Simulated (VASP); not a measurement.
# AgB2 (P1) in VASP: a series of runs

Runs on AgB2. Level: PBE. Tasks: single point, relaxation of cell and atoms.

Everything below comes from runs of VASP 6.6.1. Logs are shortened: lines on timing, memory, paths and dates and some standing lists are left out, and cuts for length are marked.

### Step 1. The structure

The typed cell holds 12 atoms: a = 6.042 Å, b = 6.042 Å, c = 4.063 Å, α = 90.00°, β = 90.00°, γ = 120.00°.

### Step 2. Single point, PBE

The input, INCAR:

```
SYSTEM = AgB2
PREC     = Accurate       ! precision mode
ENCUT    = 520            ! plane-wave cutoff, eV
EDIFF    = 1E-7           ! SCF threshold, eV
ISMEAR   = 0              ! smearing method
SIGMA    = 0.05           ! smearing width, eV
LREAL    = .FALSE.        ! projectors in reciprocal space
LASPH    = .TRUE.         ! aspherical terms in the spheres
NELM     = 100            ! most SCF steps
ALGO     = Fast           ! electronic algorithm
ISIF     = 2              ! what is computed and relaxed
LWAVE    = .FALSE.        ! write WAVECAR
LCHARG   = .FALSE.        ! write CHGCAR
GGA      = PE             ! functional
NBANDS   = 46             ! bands
```

The input, KPOINTS:

```
regular mesh
0
G
  3 3 4
  0 0 0
```

The input, POSCAR:

```
AgB2
1.0
    6.0417356077     -0.0000000001      0.0000000000
   -3.0208678038      5.2322965193      0.0000000000
    0.0000000000      0.0000000000      4.0627521784
Ag B
4 8
Direct
    0.0046449696      0.0259937485      0.0232093901
   -0.0052873193      0.5011740046      0.0606977707
    0.4810966792     -0.0063601135     -0.0441833496
    0.5323135690      0.5130326598     -0.0451479667
    0.1450990307      0.2837211145      0.5568035904
    0.3175830264      0.1137854091      0.5204545853
    0.1585497078      0.7770576429      0.5482702125
    0.3092914659      0.6217287166      0.4705411298
    0.6380371007      0.2860053888      0.4999709337
    0.8330854671      0.1537191169      0.4869662025
    0.6476493443      0.7705004839      0.4402402415
    0.8232979631      0.6558038115      0.5308805227
```

Potentials or basis: VASP PAW PBE potentials, release 64 (Ag, B).

The run is started by

```sh
cat potpaw_PBE.64/Ag/POTCAR potpaw_PBE.64/B/POTCAR > POTCAR
mpirun -np 1 vasp_std > vasp.out
```

OUTCAR:

```text
SYSTEM = AgB2
   PREC = Accurate
   ENCUT = 520
   EDIFF = 1E-7
   ISMEAR = 0
   LREAL = .FALSE.
   LASPH = .TRUE.
   NELM = 100
   ISIF = 2
   GGA = PE

 ion  position               nearest neighbor table
   1  0.005  0.026  0.023-   5 2.33  10 2.45   5 2.55  11 2.56   6 2.63   6 2.65  10 2.69  12 2.78
                            12 2.83   7 2.87   2 2.91   3 2.99   4 3.00   3 3.08   4 3.09   2 3.14
   2  0.995  0.501  0.061-   8 2.35   7 2.46  10 2.51   7 2.54  12 2.56   9 2.59  12 2.75   5 2.79
                             5 2.82   4 2.86   1 2.91   3 2.99   3 3.11   1 3.14   4 3.24
   3  0.481  0.994  0.956-   6 2.31   7 2.39   9 2.40  10 2.65   9 2.69   6 2.74   8 2.77  10 2.84
                            11 2.84   8 2.86   2 2.99   1 2.99   4 3.00   4 3.07   1 3.08   2 3.11
   4  0.532  0.513  0.955-  12 2.30  11 2.39  11 2.49   9 2.57   5 2.60   8 2.65   6 2.74   8 2.74
                            12 2.79   9 2.84   2 2.86   3 3.00   1 3.00   3 3.07   1 3.09   2 3.24
   5  0.145  0.284  0.557-  10 1.66   6 1.80   8 1.80   1 2.33   1 2.55   4 2.60   2 2.79   2 2.82

   6  0.318  0.114  0.520-   9 1.68   7 1.77   5 1.80   3 2.31   1 2.63   1 2.65   3 2.74   4 2.74

   7  0.159  0.777  0.548-   8 1.63   6 1.77  12 1.78   3 2.39   2 2.46   2 2.54   1 2.87
   8  0.309  0.622  0.471-   7 1.63  11 1.78   5 1.80   2 2.35   4 2.65   4 2.74   3 2.77   3 2.86

   9  0.638  0.286  0.500-   6 1.68  10 1.72  12 1.94   3 2.40   4 2.57   2 2.59   3 2.69   4 2.84

  10  0.833  0.154  0.487-   5 1.66   9 1.72  11 2.01   1 2.45   2 2.51   3 2.65   1 2.69   3 2.84

  11  0.648  0.771  0.440-  12 1.57   8 1.78  10 2.01   4 2.39   4 2.49   1 2.56   3 2.84
  12  0.823  0.656  0.531-  11 1.57   7 1.78   9 1.94   4 2.30   2 2.56   2 2.75   1 2.78   4 2.79
                             1 2.83

  LATTYP: Found a hexagonal cell.
 ALAT       =     6.0417356077
 C/A-ratio  =     0.6724478597

  Lattice vectors:

 A1 = (   6.0417356077,  -0.0000000001,   0.0000000000)
 A2 = (  -3.0208678038,   5.2322965193,   0.0000000000)
 A3 = (   0.0000000000,   0.0000000000,   4.0627521784)

Analysis of symmetry for initial positions (statically):
=====================================================================
 Subroutine PRICEL returns:
 Original cell was already a primitive cell.

 Routine SETGRP: Setting up the symmetry group for a
 hexagonal supercell.

 Subroutine GETGRP returns: Found  1 space group operations
 (whereof  1 operations were pure point group operations)
 out of a pool of 24 trial point group operations.

The static configuration has the point symmetry C_1 .

Analysis of symmetry for dynamics (positions and initial velocities):
=====================================================================
 Subroutine PRICEL returns:
 Original cell was already a primitive cell.

 Routine SETGRP: Setting up the symmetry group for a
 hexagonal supercell.

 Subroutine GETGRP returns: Found  1 space group operations
 (whereof  1 operations were pure point group operations)
 out of a pool of 24 trial point group operations.

The dynamic configuration has the point symmetry C_1 .

 Subroutine INISYM returns: Found  1 space group operations
 (whereof  1 operations are pure point group operations),
 and found     1 'primitive' translations

----------------------------------------------------------------------------------------

                                     Primitive cell

  volume of cell :     128.4323

  direct lattice vectors                    reciprocal lattice vectors
     6.041735608 -0.000000000  0.000000000     0.165515353  0.095560333  0.000000000
    -3.020867804  5.232296519  0.000000000     0.000000000  0.191120667  0.000000000
     0.000000000  0.000000000  4.062752178     0.000000000  0.000000000  0.246138567

  length of vectors
     6.041735608  6.041735608  4.062752178     0.191120667  0.191120667  0.246138567

  position of ions in fractional coordinates (direct lattice)
     0.004644970  0.025993748  0.023209390
     0.994712681  0.501174005  0.060697771
     0.481096679  0.993639886  0.955816650
     0.532313569  0.513032660  0.954852033
     0.145099031  0.283721114  0.556803590
     0.317583026  0.113785409  0.520454585
     0.158549708  0.777057643  0.548270213
     0.309291466  0.621728717  0.470541130
     0.638037101  0.286005389  0.499970934
     0.833085467  0.153719117  0.486966202
     0.647649344  0.770500484  0.440240241
[... 30 lines left out ...]
     0.000000000  0.000000000  0.061534642     0.000000000  0.000000000  0.250000000

  Length of vectors
     0.063706889  0.063706889  0.061534642

  Shift w.r.t. Gamma in fractional coordinates (k-lattice)
     0.000000000  0.000000000  0.000000000

 Subroutine IBZKPT returns following result:
 ===========================================

 Found     19 irreducible k-points:

 Following reciprocal coordinates:
            Coordinates               Weight
  0.000000  0.000000  0.000000      1.000000
  0.333333 -0.000000  0.000000      2.000000
  0.000000  0.333333  0.000000      2.000000
 -0.333333  0.333333  0.000000      2.000000
  0.333333  0.333333  0.000000      2.000000
  0.000000  0.000000  0.250000      2.000000
[... 11 lines left out ...]
 -0.333333  0.333333  0.500000      2.000000
  0.333333  0.333333  0.500000      2.000000
   k-points           NKPTS =     19   k-points in BZ     NKDIM =     19   number of bands    NBANDS=     46
   number of dos      NEDOS =    301   number of ions     NIONS =     12
   total plane-waves  NPLWV =  69120
   dimension x,y,z NGX =    48 NGY =   48 NGZ =   30
   dimension x,y,z NGXF=    96 NGYF=   96 NGZF=   60
   ions per type =               4   8
   NGX,Y,Z   is equivalent  to a cutoff of  13.21, 13.21, 12.28 a.u.
   NGXF,Y,Z  is equivalent  to a cutoff of  26.42, 26.42, 24.55 a.u.
 SYSTEM =  AgB2
   PREC   = accura    normal or accurate (medium, high low for compatibility)
   ISTART =      0    job   : 0-new  1-cont  2-samecut
   ICHARG =      2    charge: 1-file 2-atom 10-const
   ISPIN  =      1    spin polarized calculation?
   LNONCOLLINEAR =      F non collinear calculations
   LSORBIT =      F    spin-orbit coupling
   LASPH  =      T    aspherical Exc in radial PAW
   ENCUT  =  520.0 eV  38.22 Ry    6.18 a.u.  11.23 11.23  7.55*2*pi/ulx,y,z
   NELM   =    100;   NELMIN=  2; NELMDL= -5     # of ELM steps
   EDIFF  = 0.1E-06   stopping-criterion for ELM
   LREAL  =      F    real-space projection
   EDIFFG = 0.1E-05   stopping-criterion for IOM
   NSW    =      0    number of steps for IOM
   IBRION =     -1    ionic relax: 0-MD 1-quasi-New 2-CG
   NFREE  =      0    steps in history (QN), initial steepest desc. (CG)
   ISIF   =      2    stress and relaxation
   ISYM   =      2    0-nonsym 1-usesym 2-fastsym
   POTIM  = 0.5000    time-step for ionic-motion
   TEBEG  =    0.0;   TEEND  =   0.0 temperature during run
   PSTRESS=    0.0 pullay stress
   NELECT =      68.0000    total number of electrons
   NUPDOWN=      -1.0000    fix difference up-down
   EMIN   =  10.00;   EMAX   =-10.00  energy-range for DOS
   EFERMI =   0.00;   METHOD = LEGACY
   ISMEAR =     0;   SIGMA  =   0.05  broadening in eV -4-tet -1-fermi 0-gaus
   EFERMI_NEDOS =   21; number of points for ismear=-14 and -15
   IALGO  =     68    algorithm
   IMIX   =      4    mixing-type and parameters
     AMIX     =   0.40;   BMIX     =  1.00
     AMIX_MAG =   1.60;   BMIX_MAG =  1.00
  volume/ion in A,a.u.               =      10.70        72.23
  Fermi-wavevector in a.u.,A,eV,Ry     =   1.324402  2.502756 23.865155  1.754039
  Thomas-Fermi vector in A             =   2.453939
   LORBIT       =      0    0 simple, 1 ext, 2 COOP (PROOUT), +10 PAW based schemes
   GGA     = PE    functional components
   LHFCALC =     F    Hartree Fock is set to
   AEXX    =    0.0000 exact exchange contribution
   IVDW    =     0    specifies the selected vdW correction
   LEPSILON=     F    determine dielectric tensor
   LRPA    =     F    only Hartree local field effects (RPA)
 non-spin polarized calculation
 RMM-DIIS sequential band-by-band and
 Gauss-broadening in eV      SIGMA  =   0.05
  energy-cutoff  :      520.00
  volume of cell :      128.43
 maximum number of plane-waves:      3495
 NGX is ok and might be reduce to    48

 number of electron      68.0000007 magnetization

 Free energy of the ion-electron system (eV)
  ---------------------------------------------------
  ext. energy  EPLUGINS =         0.00000000
  ---------------------------------------------------
  free energy    TOTEN  =       -57.11627159 eV

  energy without entropy =      -57.11044699  energy(sigma->0) =      -57.11335929

 E-fermi :   7.0908     XC(G=0): -11.9752

 val. band max:        7.0871602406   @ k =   0.0000   0.0000   0.2500
 cond. band min:       7.1246402501   @ k =  -0.3333   0.3333   0.0000
 fundamental gap:      0.0374800096
 Fermi energy:         7.0908054307

 k-point     1 :       0.0000    0.0000    0.0000
  band No.  band energies     occupation
      1      -5.0447      2.00000
      2      -1.5264      2.00000
      3      -1.3053      2.00000
      4      -1.1924      2.00000
      5      -0.8077      2.00000
      6      -0.6663      2.00000
[... 920 lines left out ...]
     45      15.3499      0.00000
     46      15.9842      0.00000

------------------------ aborting loop because EDIFF is reached ----------------------------------------

  FORCE on cell =-STRESS in cart. coord.  units (eV):
  Direction    XX          YY          ZZ          XY          YZ          ZX
  --------------------------------------------------------------------------------------
  -------------------------------------------------------------------------------------
  Total        5.5275980     -0.0280110      3.6677238     -1.8123301     -0.4443273      1.0833463
  in kB       68.9560913     -0.3494341     45.7543939    -22.6085910     -5.5429269     13.5146098
  external PRESSURE =      38.1203504 kB  Pullay stress =       0.0000000 kB

 VOLUME and BASIS-vectors are now :
 -----------------------------------------------------------------------------
  energy-cutoff  :      520.00
  volume of cell :      128.43
      direct lattice vectors                 reciprocal lattice vectors
     6.041735608 -0.000000000  0.000000000     0.165515353  0.095560333  0.000000000
    -3.020867804  5.232296519  0.000000000     0.000000000  0.191120667  0.000000000
     0.000000000  0.000000000  4.062752178     0.000000000  0.000000000  0.246138567

 POSITION                                       TOTAL-FORCE (eV/Angst)
 -----------------------------------------------------------------------------------
     -0.05046      0.13601      0.09429         0.027219     -0.167062      0.264732
      4.49581      2.62229      0.24660        -0.142234      0.037424     -0.618129
     -0.09500      5.19902      3.88325         0.554586     -0.183441      1.022030
      1.66629      2.68434      3.87933        -0.503800     -0.182456      0.542290
      0.01957      1.48451      2.26215         0.825187      0.277292     -1.064737
      1.57502      0.59536      2.11448        -1.227076      0.510077      0.106919
     -1.38947      4.06580      2.22749        -1.667447      0.524226     -0.468969
     -0.00950      3.25307      1.91169         1.593536     -0.365352      0.659645
      2.99087      1.49647      2.03126         0.738330      0.332122     -0.209019
      4.56892      0.80430      1.97842        -0.633317     -0.768030      0.147034
      1.58535      4.03149      1.78859        -2.144354      1.191280     -0.112943
      2.99305      3.43136      2.15684         2.579371     -1.206080     -0.268854
 -----------------------------------------------------------------------------------
    total drift:                                0.000062      0.000091      0.000327

  FREE ENERGIE OF THE ION-ELECTRON SYSTEM (eV)
  ---------------------------------------------------
  free  energy   TOTEN  =       -57.1162715897 eV

  energy  without entropy=      -57.1104469869  energy(sigma->0) =      -57.11335929
```

It took 1.7 min on 1 thread of Intel Xeon Platinum 8375C at 2.90GHz (Ice Lake), shared host; peak memory 0.29 GiB.

What came out:

- Free energy: -57.1163 eV
- Pressure: 3.8 GPa
- Largest force: 2.860 eV/Å
- Band gap on the k mesh: none (metal or under the smearing width)

Forces in eV/Å, atoms in the order of the input:
```
Ag   0.027 -0.167  0.265
Ag  -0.142  0.037 -0.618
Ag   0.555 -0.183  1.022
Ag  -0.504 -0.182  0.542
B    0.825  0.277 -1.065
B   -1.227  0.510  0.107
B   -1.667  0.524 -0.469
B    1.594 -0.365  0.660
B    0.738  0.332 -0.209
B   -0.633 -0.768  0.147
B   -2.144  1.191 -0.113
B    2.579 -1.206 -0.269
```

Stress tensor (GPa, compression positive):
```
 6.90 -2.26  1.35
-2.26 -0.03 -0.55
 1.35 -0.55  4.58
```

Caveat: the k mesh is coarse (spacing up to 0.40 Å⁻¹), so the values aren't converged; forces of over 1 eV/Å show positions far from the minimum, so gaps and moduli don't describe the material at rest.

### Step 3. Single point, PBE

The input, INCAR:

```
PREC     = Accurate       # precision mode
ENCUT    = 520            # plane-wave cutoff, eV
EDIFF    = 1E-6           # SCF threshold, eV
ISMEAR   = 0              # smearing method
SIGMA    = 0.05           # smearing width, eV
LREAL    = F              # projectors in reciprocal space
LASPH    = T              # aspherical terms in the spheres
NELM     = 100            # most SCF steps
ALGO     = Fast           # electronic algorithm
ISIF     = 2              # what is computed and relaxed
LWAVE    = F              # write WAVECAR
LCHARG   = F              # write CHGCAR
GGA      = PE             # functional
NBANDS   = 46             # bands
```

The input, KPOINTS:

```
regular mesh
0
Gamma
  3 3 4
```

The input, POSCAR:

```
AgB2
1.0
    6.0417356077     -0.0000000001      0.0000000000
   -3.0208678038      5.2322965193      0.0000000000
    0.0000000000      0.0000000000      4.0627521784
Ag B
4 8
Direct
    0.0100324333      0.0385966276      0.0278360567
   -0.0039053548      0.5028442081      0.0704736561
    0.4747838657     -0.0144492958     -0.0473784744
    0.5421882899      0.5173305813     -0.0590026144
    0.1210673426      0.2700286566      0.4950597309
    0.3035501971      0.1242861519      0.4710846037
    0.1529029099      0.7982749037      0.5198146250
    0.3049649574      0.5839565836      0.5229888279
    0.6246966952      0.2820428840      0.4881442217
    0.8006272317      0.1159322676      0.5510107193
    0.6527981595      0.7948192509      0.5042079630
    0.8088972764      0.5883913476      0.5282313333
```

Potentials or basis: VASP PAW PBE potentials, release 64 (Ag, B).

The run is started by

```sh
cat potpaw_PBE.64/Ag/POTCAR potpaw_PBE.64/B/POTCAR > POTCAR
mpirun -np 1 vasp_std > vasp.out
```

It took 99 s on 1 thread of Intel Xeon Platinum 8375C at 2.90GHz (Ice Lake), shared host; peak memory 0.29 GiB.

It converged, with:

```yaml
Free_energy: -57.0176 eV
Pressure: 4.8 GPa
Largest_force: 2.293 eV/Å
Band_gap_on_the_k_mesh: none (metal or under the smearing width)
```

Forces on the atoms (eV/Å):
```
Ag  -0.083 -0.492 -0.696
Ag   0.256  0.151 -0.792
Ag  -0.045 -0.070  0.978
Ag  -0.522 -0.242  1.768
B    0.219  0.654  0.988
B    0.401 -1.174  0.049
B   -0.467 -0.761 -0.030
B   -0.321  1.590 -0.482
B    0.752 -0.773 -0.050
B   -0.052 -0.437 -1.112
B   -0.478 -0.639 -0.044
B    0.339  2.193 -0.578
```

Stress tensor (GPa, compression positive):
```
 0.27  1.05 -0.90
 1.05  8.25  0.32
-0.90  0.32  5.98
```

Levels at points of the mesh, in eV from the Fermi level:
| k point | band 31 | band 32 | band 33 | band 34 | band 35 | band 36 | band 37 | band 38 |
| --- | --- | --- | --- | --- | --- | --- | --- | --- |
| (0.00, 0.00, 0.00) | -1.08 | 0.42 | 1.06 | 1.60 | 1.82 | 2.36 | 2.41 | 3.32 |
| (0.00, 0.00, 0.50) | -2.13 | -0.83 | -0.47 | -0.27 | 0.62 | 0.94 | 1.25 | 1.36 |

Caveat: the k mesh is coarse (spacing up to 0.40 Å⁻¹), so the values aren't converged; forces of over 1 eV/Å show positions far from the minimum, so gaps and moduli don't describe the material at rest.

### Step 4. Relaxation of cell and atoms, PBE

This run uses another cell than the first one: it holds 3 atoms, not 12.

The input, INCAR:

```
ALGO = Normal
EDIFF = 1E-7
EDIFFG = -0.01
ENCUT = 600
GGA = PE
IBRION = 2
ISIF = 3
ISMEAR = 0
LASPH = True
LCHARG = False
LREAL = False
LWAVE = False
NELM = 100
NSW = 50
PREC = Accurate
SIGMA = 0.05
```

The input, KPOINTS:

```
k-points
0
Gamma
  10 10 6
```

The input, POSCAR:

```
AgB2
1.0
    3.0169326467      0.0000000000      0.0000000000
   -1.5084663233      2.6127403135      0.0000000000
    0.0000000000      0.0000000000      4.0867176842
Ag B
1 2
Direct
    0.0000000000      0.0000000000      0.0000000000
    0.3333333333      0.6666666667      0.5000000000
    0.6666666667      0.3333333333      0.5000000000
```

The run is started by

```sh
cat potpaw_PBE.64/Ag/POTCAR potpaw_PBE.64/B/POTCAR > POTCAR
mpirun -np 1 vasp_std > vasp.out
```

It took 25 s on 1 thread of Intel Xeon Platinum 8488C (Sapphire Rapids), shared host; peak memory 0.17 GiB.

The run converged. Its results:

- Free energy: -14.5841 eV
- Relaxed volume: 10.69 Å³/atom
- Relaxed cell: a = 3.020 Å, b = 3.020 Å, c = 4.060 Å, α = 90.00°, β = 90.00°, γ = 120.00°
- Space group after relaxing (to 0.05 Å): P6/mmm (No. 191)
- Energy gained by relaxing: 0.3 meV/atom
- Ionic steps: 3
- Pressure after relaxing: 0.1 GPa
- Band gap on the k mesh: none (metal or under the smearing width)

Stress tensor (GPa, compression positive):
```
 0.10  0.00  0.00
 0.00  0.10  0.00
 0.00  0.00 -0.02
```

Step by step:
```tsv
step	energy change (eV)	largest force (eV/Å)	pressure (GPa)	volume (Å³)
1	0.0000	0.0000	-0.28	32.21
2	-0.0007	0.0000	-0.07	32.12
3	-0.0009	0.0000	0.06	32.07
```

Final structure:
```
Ag B
1.0
     3.01995    0.00000    0.00000
    -1.50997    2.61535    0.00000
     0.00000    0.00000    4.06042
Ag B
1 2
Cartesian
  -1.5100 2.6154 0.0000
  0.0000 1.7436 2.0302
  1.5100 0.8718 2.0302
```

Levels at points of the mesh, in eV from the Fermi level:
| k point | band 5 | band 6 | band 7 | band 8 | band 9 | band 10 | band 11 | band 12 |
| --- | --- | --- | --- | --- | --- | --- | --- | --- |
| (0.00, 0.00, 0.00) | -3.93 | -3.93 | -3.84 | 1.21 | 1.22 | 1.22 | 7.48 | 7.48 |
| (0.50, 0.00, 0.00) | -4.20 | -3.39 | -2.75 | -1.72 | 2.43 | 2.84 | 3.86 | 5.83 |
| (0.00, 0.00, 0.50) | -4.76 | -4.07 | -4.07 | 0.92 | 0.92 | 7.40 | 8.65 | 8.65 |
| (0.50, 0.00, 0.50) | -4.07 | -3.38 | -2.73 | -2.63 | -0.41 | 1.28 | 6.36 | 9.22 |
